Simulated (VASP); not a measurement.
These are TPSS meta-GGA, VASP's PBE PAW potentials (set 64) (plane waves; VASP) values and carry that method's errors.

A VASP calculation is set up with these files.

File KPOINTS:
```
Automatic
0
gamma
6 6 3
0 0 0
```

INCAR:
```
ISIF = 4   # ions and shape, fixed volume
NELM = 100   # most electronic steps
LMIXTAU = .TRUE.
LWAVE = .FALSE.
METAGGA = TPSS
EDIFF = 1E-7
IBRION = 2   # conjugate gradients
ISMEAR = 0
SIGMA = 0.05   # width (eV)
LREAL = .FALSE.   # projection in real space or not
LMAXMIX = 4   # l cut-off of mixed one-centre charges
PREC = Accurate
EDIFFG = -0.01   # ionic stop
NSW = 30   # most ionic steps
ENCUT = 520   # plane-wave cut-off (eV)
SYSTEM = CdSe
LCHARG = .FALSE.
ALGO = Normal
LASPH = .TRUE.   # aspherical one-centre terms
```

### POSCAR
```
CdSe
1.0
  2.2161376010  -3.8384626679   0.0000000000
  2.2161376010   3.8384626679   0.0000000000
  0.0000000000   0.0000000000   7.2149536808
Cd Se
2 2
Cart
  2.2161376010  -1.2794901149   3.6073275630
  2.2161376010   1.2794901149   7.2148044034
  2.2161376010  -1.2794901149   6.3204487018
  2.2161376010   1.2794901149   2.7129718614
```

POTCAR, in this order: Cd Se (PBE.64 set). Program: vasp_std.

The resulting files:

**OSZICAR**
```
       N       E                     dE             d eps       ncg     rms          rms(c)
DAV:   1     0.201174464773E+03    0.20117E+03   -0.16945E+04   616   0.146E+03
DAV:   2    -0.367452660012E+02   -0.23792E+03   -0.23132E+03   664   0.347E+02
DAV:   3    -0.499854723010E+02   -0.13240E+02   -0.13198E+02   760   0.810E+01
DAV:   4    -0.501054858379E+02   -0.12001E+00   -0.11998E+00   646   0.755E+00
DAV:   5    -0.501065152908E+02   -0.10295E-02   -0.10294E-02   766   0.660E-01    0.769E+00
DAV:   6    -0.462772041613E+02    0.38293E+01   -0.56747E+00   628   0.346E+01    0.722E+00
DAV:   7    -0.440356122617E+02    0.22416E+01   -0.14915E+00   616   0.108E+01    0.523E+00
DAV:   8    -0.463319348642E+02   -0.22963E+01   -0.47226E+00   616   0.181E+01    0.355E+00
DAV:   9    -0.438086711200E+02    0.25233E+01   -0.29626E+00   616   0.150E+01    0.603E-01
DAV:  10    -0.437510238819E+02    0.57647E-01   -0.61674E-02   700   0.191E+00    0.555E-01
DAV:  11    -0.438142502255E+02   -0.63226E-01   -0.12446E-02   628   0.102E+00    0.216E-01
DAV:  12    -0.438164837356E+02   -0.22335E-02   -0.10725E-02   616   0.113E+00    0.126E-01
DAV:  13    -0.438224580374E+02   -0.59743E-02   -0.62617E-03   616   0.748E-01    0.986E-02
DAV:  14    -0.438240687682E+02   -0.16107E-02   -0.35948E-04   772   0.202E-01    0.306E-02
DAV:  15    -0.438240781779E+02   -0.94098E-05   -0.23315E-04   622   0.979E-02    0.654E-02
DAV:  16    -0.438245887864E+02   -0.51061E-03   -0.17030E-04   706   0.129E-01    0.382E-02
DAV:  17    -0.438245816795E+02    0.71068E-05   -0.11845E-05   658   0.233E-02    0.204E-02
DAV:  18    -0.438246487774E+02   -0.67098E-04   -0.27079E-05   640   0.444E-02    0.105E-02
DAV:  19    -0.438246460279E+02    0.27495E-05   -0.18654E-06   724   0.124E-02    0.819E-03
DAV:  20    -0.438246491042E+02   -0.30763E-05   -0.10290E-06   640   0.842E-03    0.307E-03
DAV:  21    -0.438246496352E+02   -0.53100E-06   -0.34790E-07   600   0.599E-03    0.940E-04
DAV:  22    -0.438246496925E+02   -0.57307E-07   -0.45080E-08   428   0.211E-03
   1 F= -.43824650E+02 E0= -.43824650E+02  d E =-.438246E+02
       N       E                     dE             d eps       ncg     rms          rms(c)
DAV:   1    -0.438246632923E+02   -0.13657E-04   -0.10632E-02   628   0.664E-01    0.229E-02
DAV:   2    -0.438246795023E+02   -0.16210E-04   -0.12965E-04   718   0.763E-02    0.725E-03
DAV:   3    -0.438246805493E+02   -0.10470E-05   -0.22454E-06   652   0.131E-02    0.477E-03
DAV:   4    -0.438246747483E+02    0.58010E-05   -0.30414E-06   676   0.155E-02    0.871E-04
DAV:   5    -0.438246797335E+02   -0.49851E-05   -0.25410E-06   652   0.152E-02    0.761E-04
DAV:   6    -0.438246810755E+02   -0.13420E-05   -0.17630E-07   480   0.378E-03    0.382E-04
DAV:   7    -0.438246811294E+02   -0.53987E-07   -0.17981E-08   338   0.115E-03
   2 F= -.43824681E+02 E0= -.43824681E+02  d E =-.314369E-04
```

### OUTCAR
```
------------------------ aborting loop because EDIFF is reached ----------------------------------------
  FORCE on cell =-STRESS in cart. coord.  units (eV):
  Direction    XX          YY          ZZ          XY          YZ          ZX
  --------------------------------------------------------------------------------------
  Total       -0.9658355     -0.9658354     -0.9828783      0.0000000      0.0000000      0.0000000
  in kB      -12.6065480    -12.6065463    -12.8289984      0.0000000      0.0000000      0.0000000
  external PRESSURE =     -12.6806976 kB  Pullay stress =       0.0000000 kB
  volume of cell :      122.75
      direct lattice vectors                 reciprocal lattice vectors
     2.216057498 -3.838323931  0.000000000     0.225625915 -0.130265191  0.000000000
     2.216057498  3.838323931  0.000000000     0.225625915  0.130265191 -0.000000000
     0.000000000  0.000000000  7.215475274     0.000000000  0.000000000  0.138591009
  FREE ENERGIE OF THE ION-ELECTRON SYSTEM (eV)
  ---------------------------------------------------
  free  energy   TOTEN  =       -43.8246811294 eV

  energy  without entropy=      -43.8246811294  energy(sigma->0) =      -43.82468113

 reached required accuracy - stopping structural energy minimisation
```
(Selected blocks of OUTCAR.)

### CONTCAR
```
CdSe
   1.00000000000000
     2.2160574976298557   -3.8383239307763040    0.0000000000000000
     2.2160574976298557    3.8383239307763040    0.0000000000000000
     0.0000000000000000    0.0000000000000000    7.2154752738612542
  Cd              Se
     2     2
Direct
     0.6666669999999968    0.3333330000000032    0.4998849176034890
     0.3333330000000032    0.6666669999999968    0.9998849176034891
     0.6666669999999968    0.3333330000000032    0.8761150823965086
     0.3333330000000032    0.6666669999999968    0.3761150823965086
```

The compound is CdSe in the wurtzite structure. This cell is one point of a volume scan, at 1.03 of the reference volume. Symmetry was kept, so distortions that lower it aren't found.
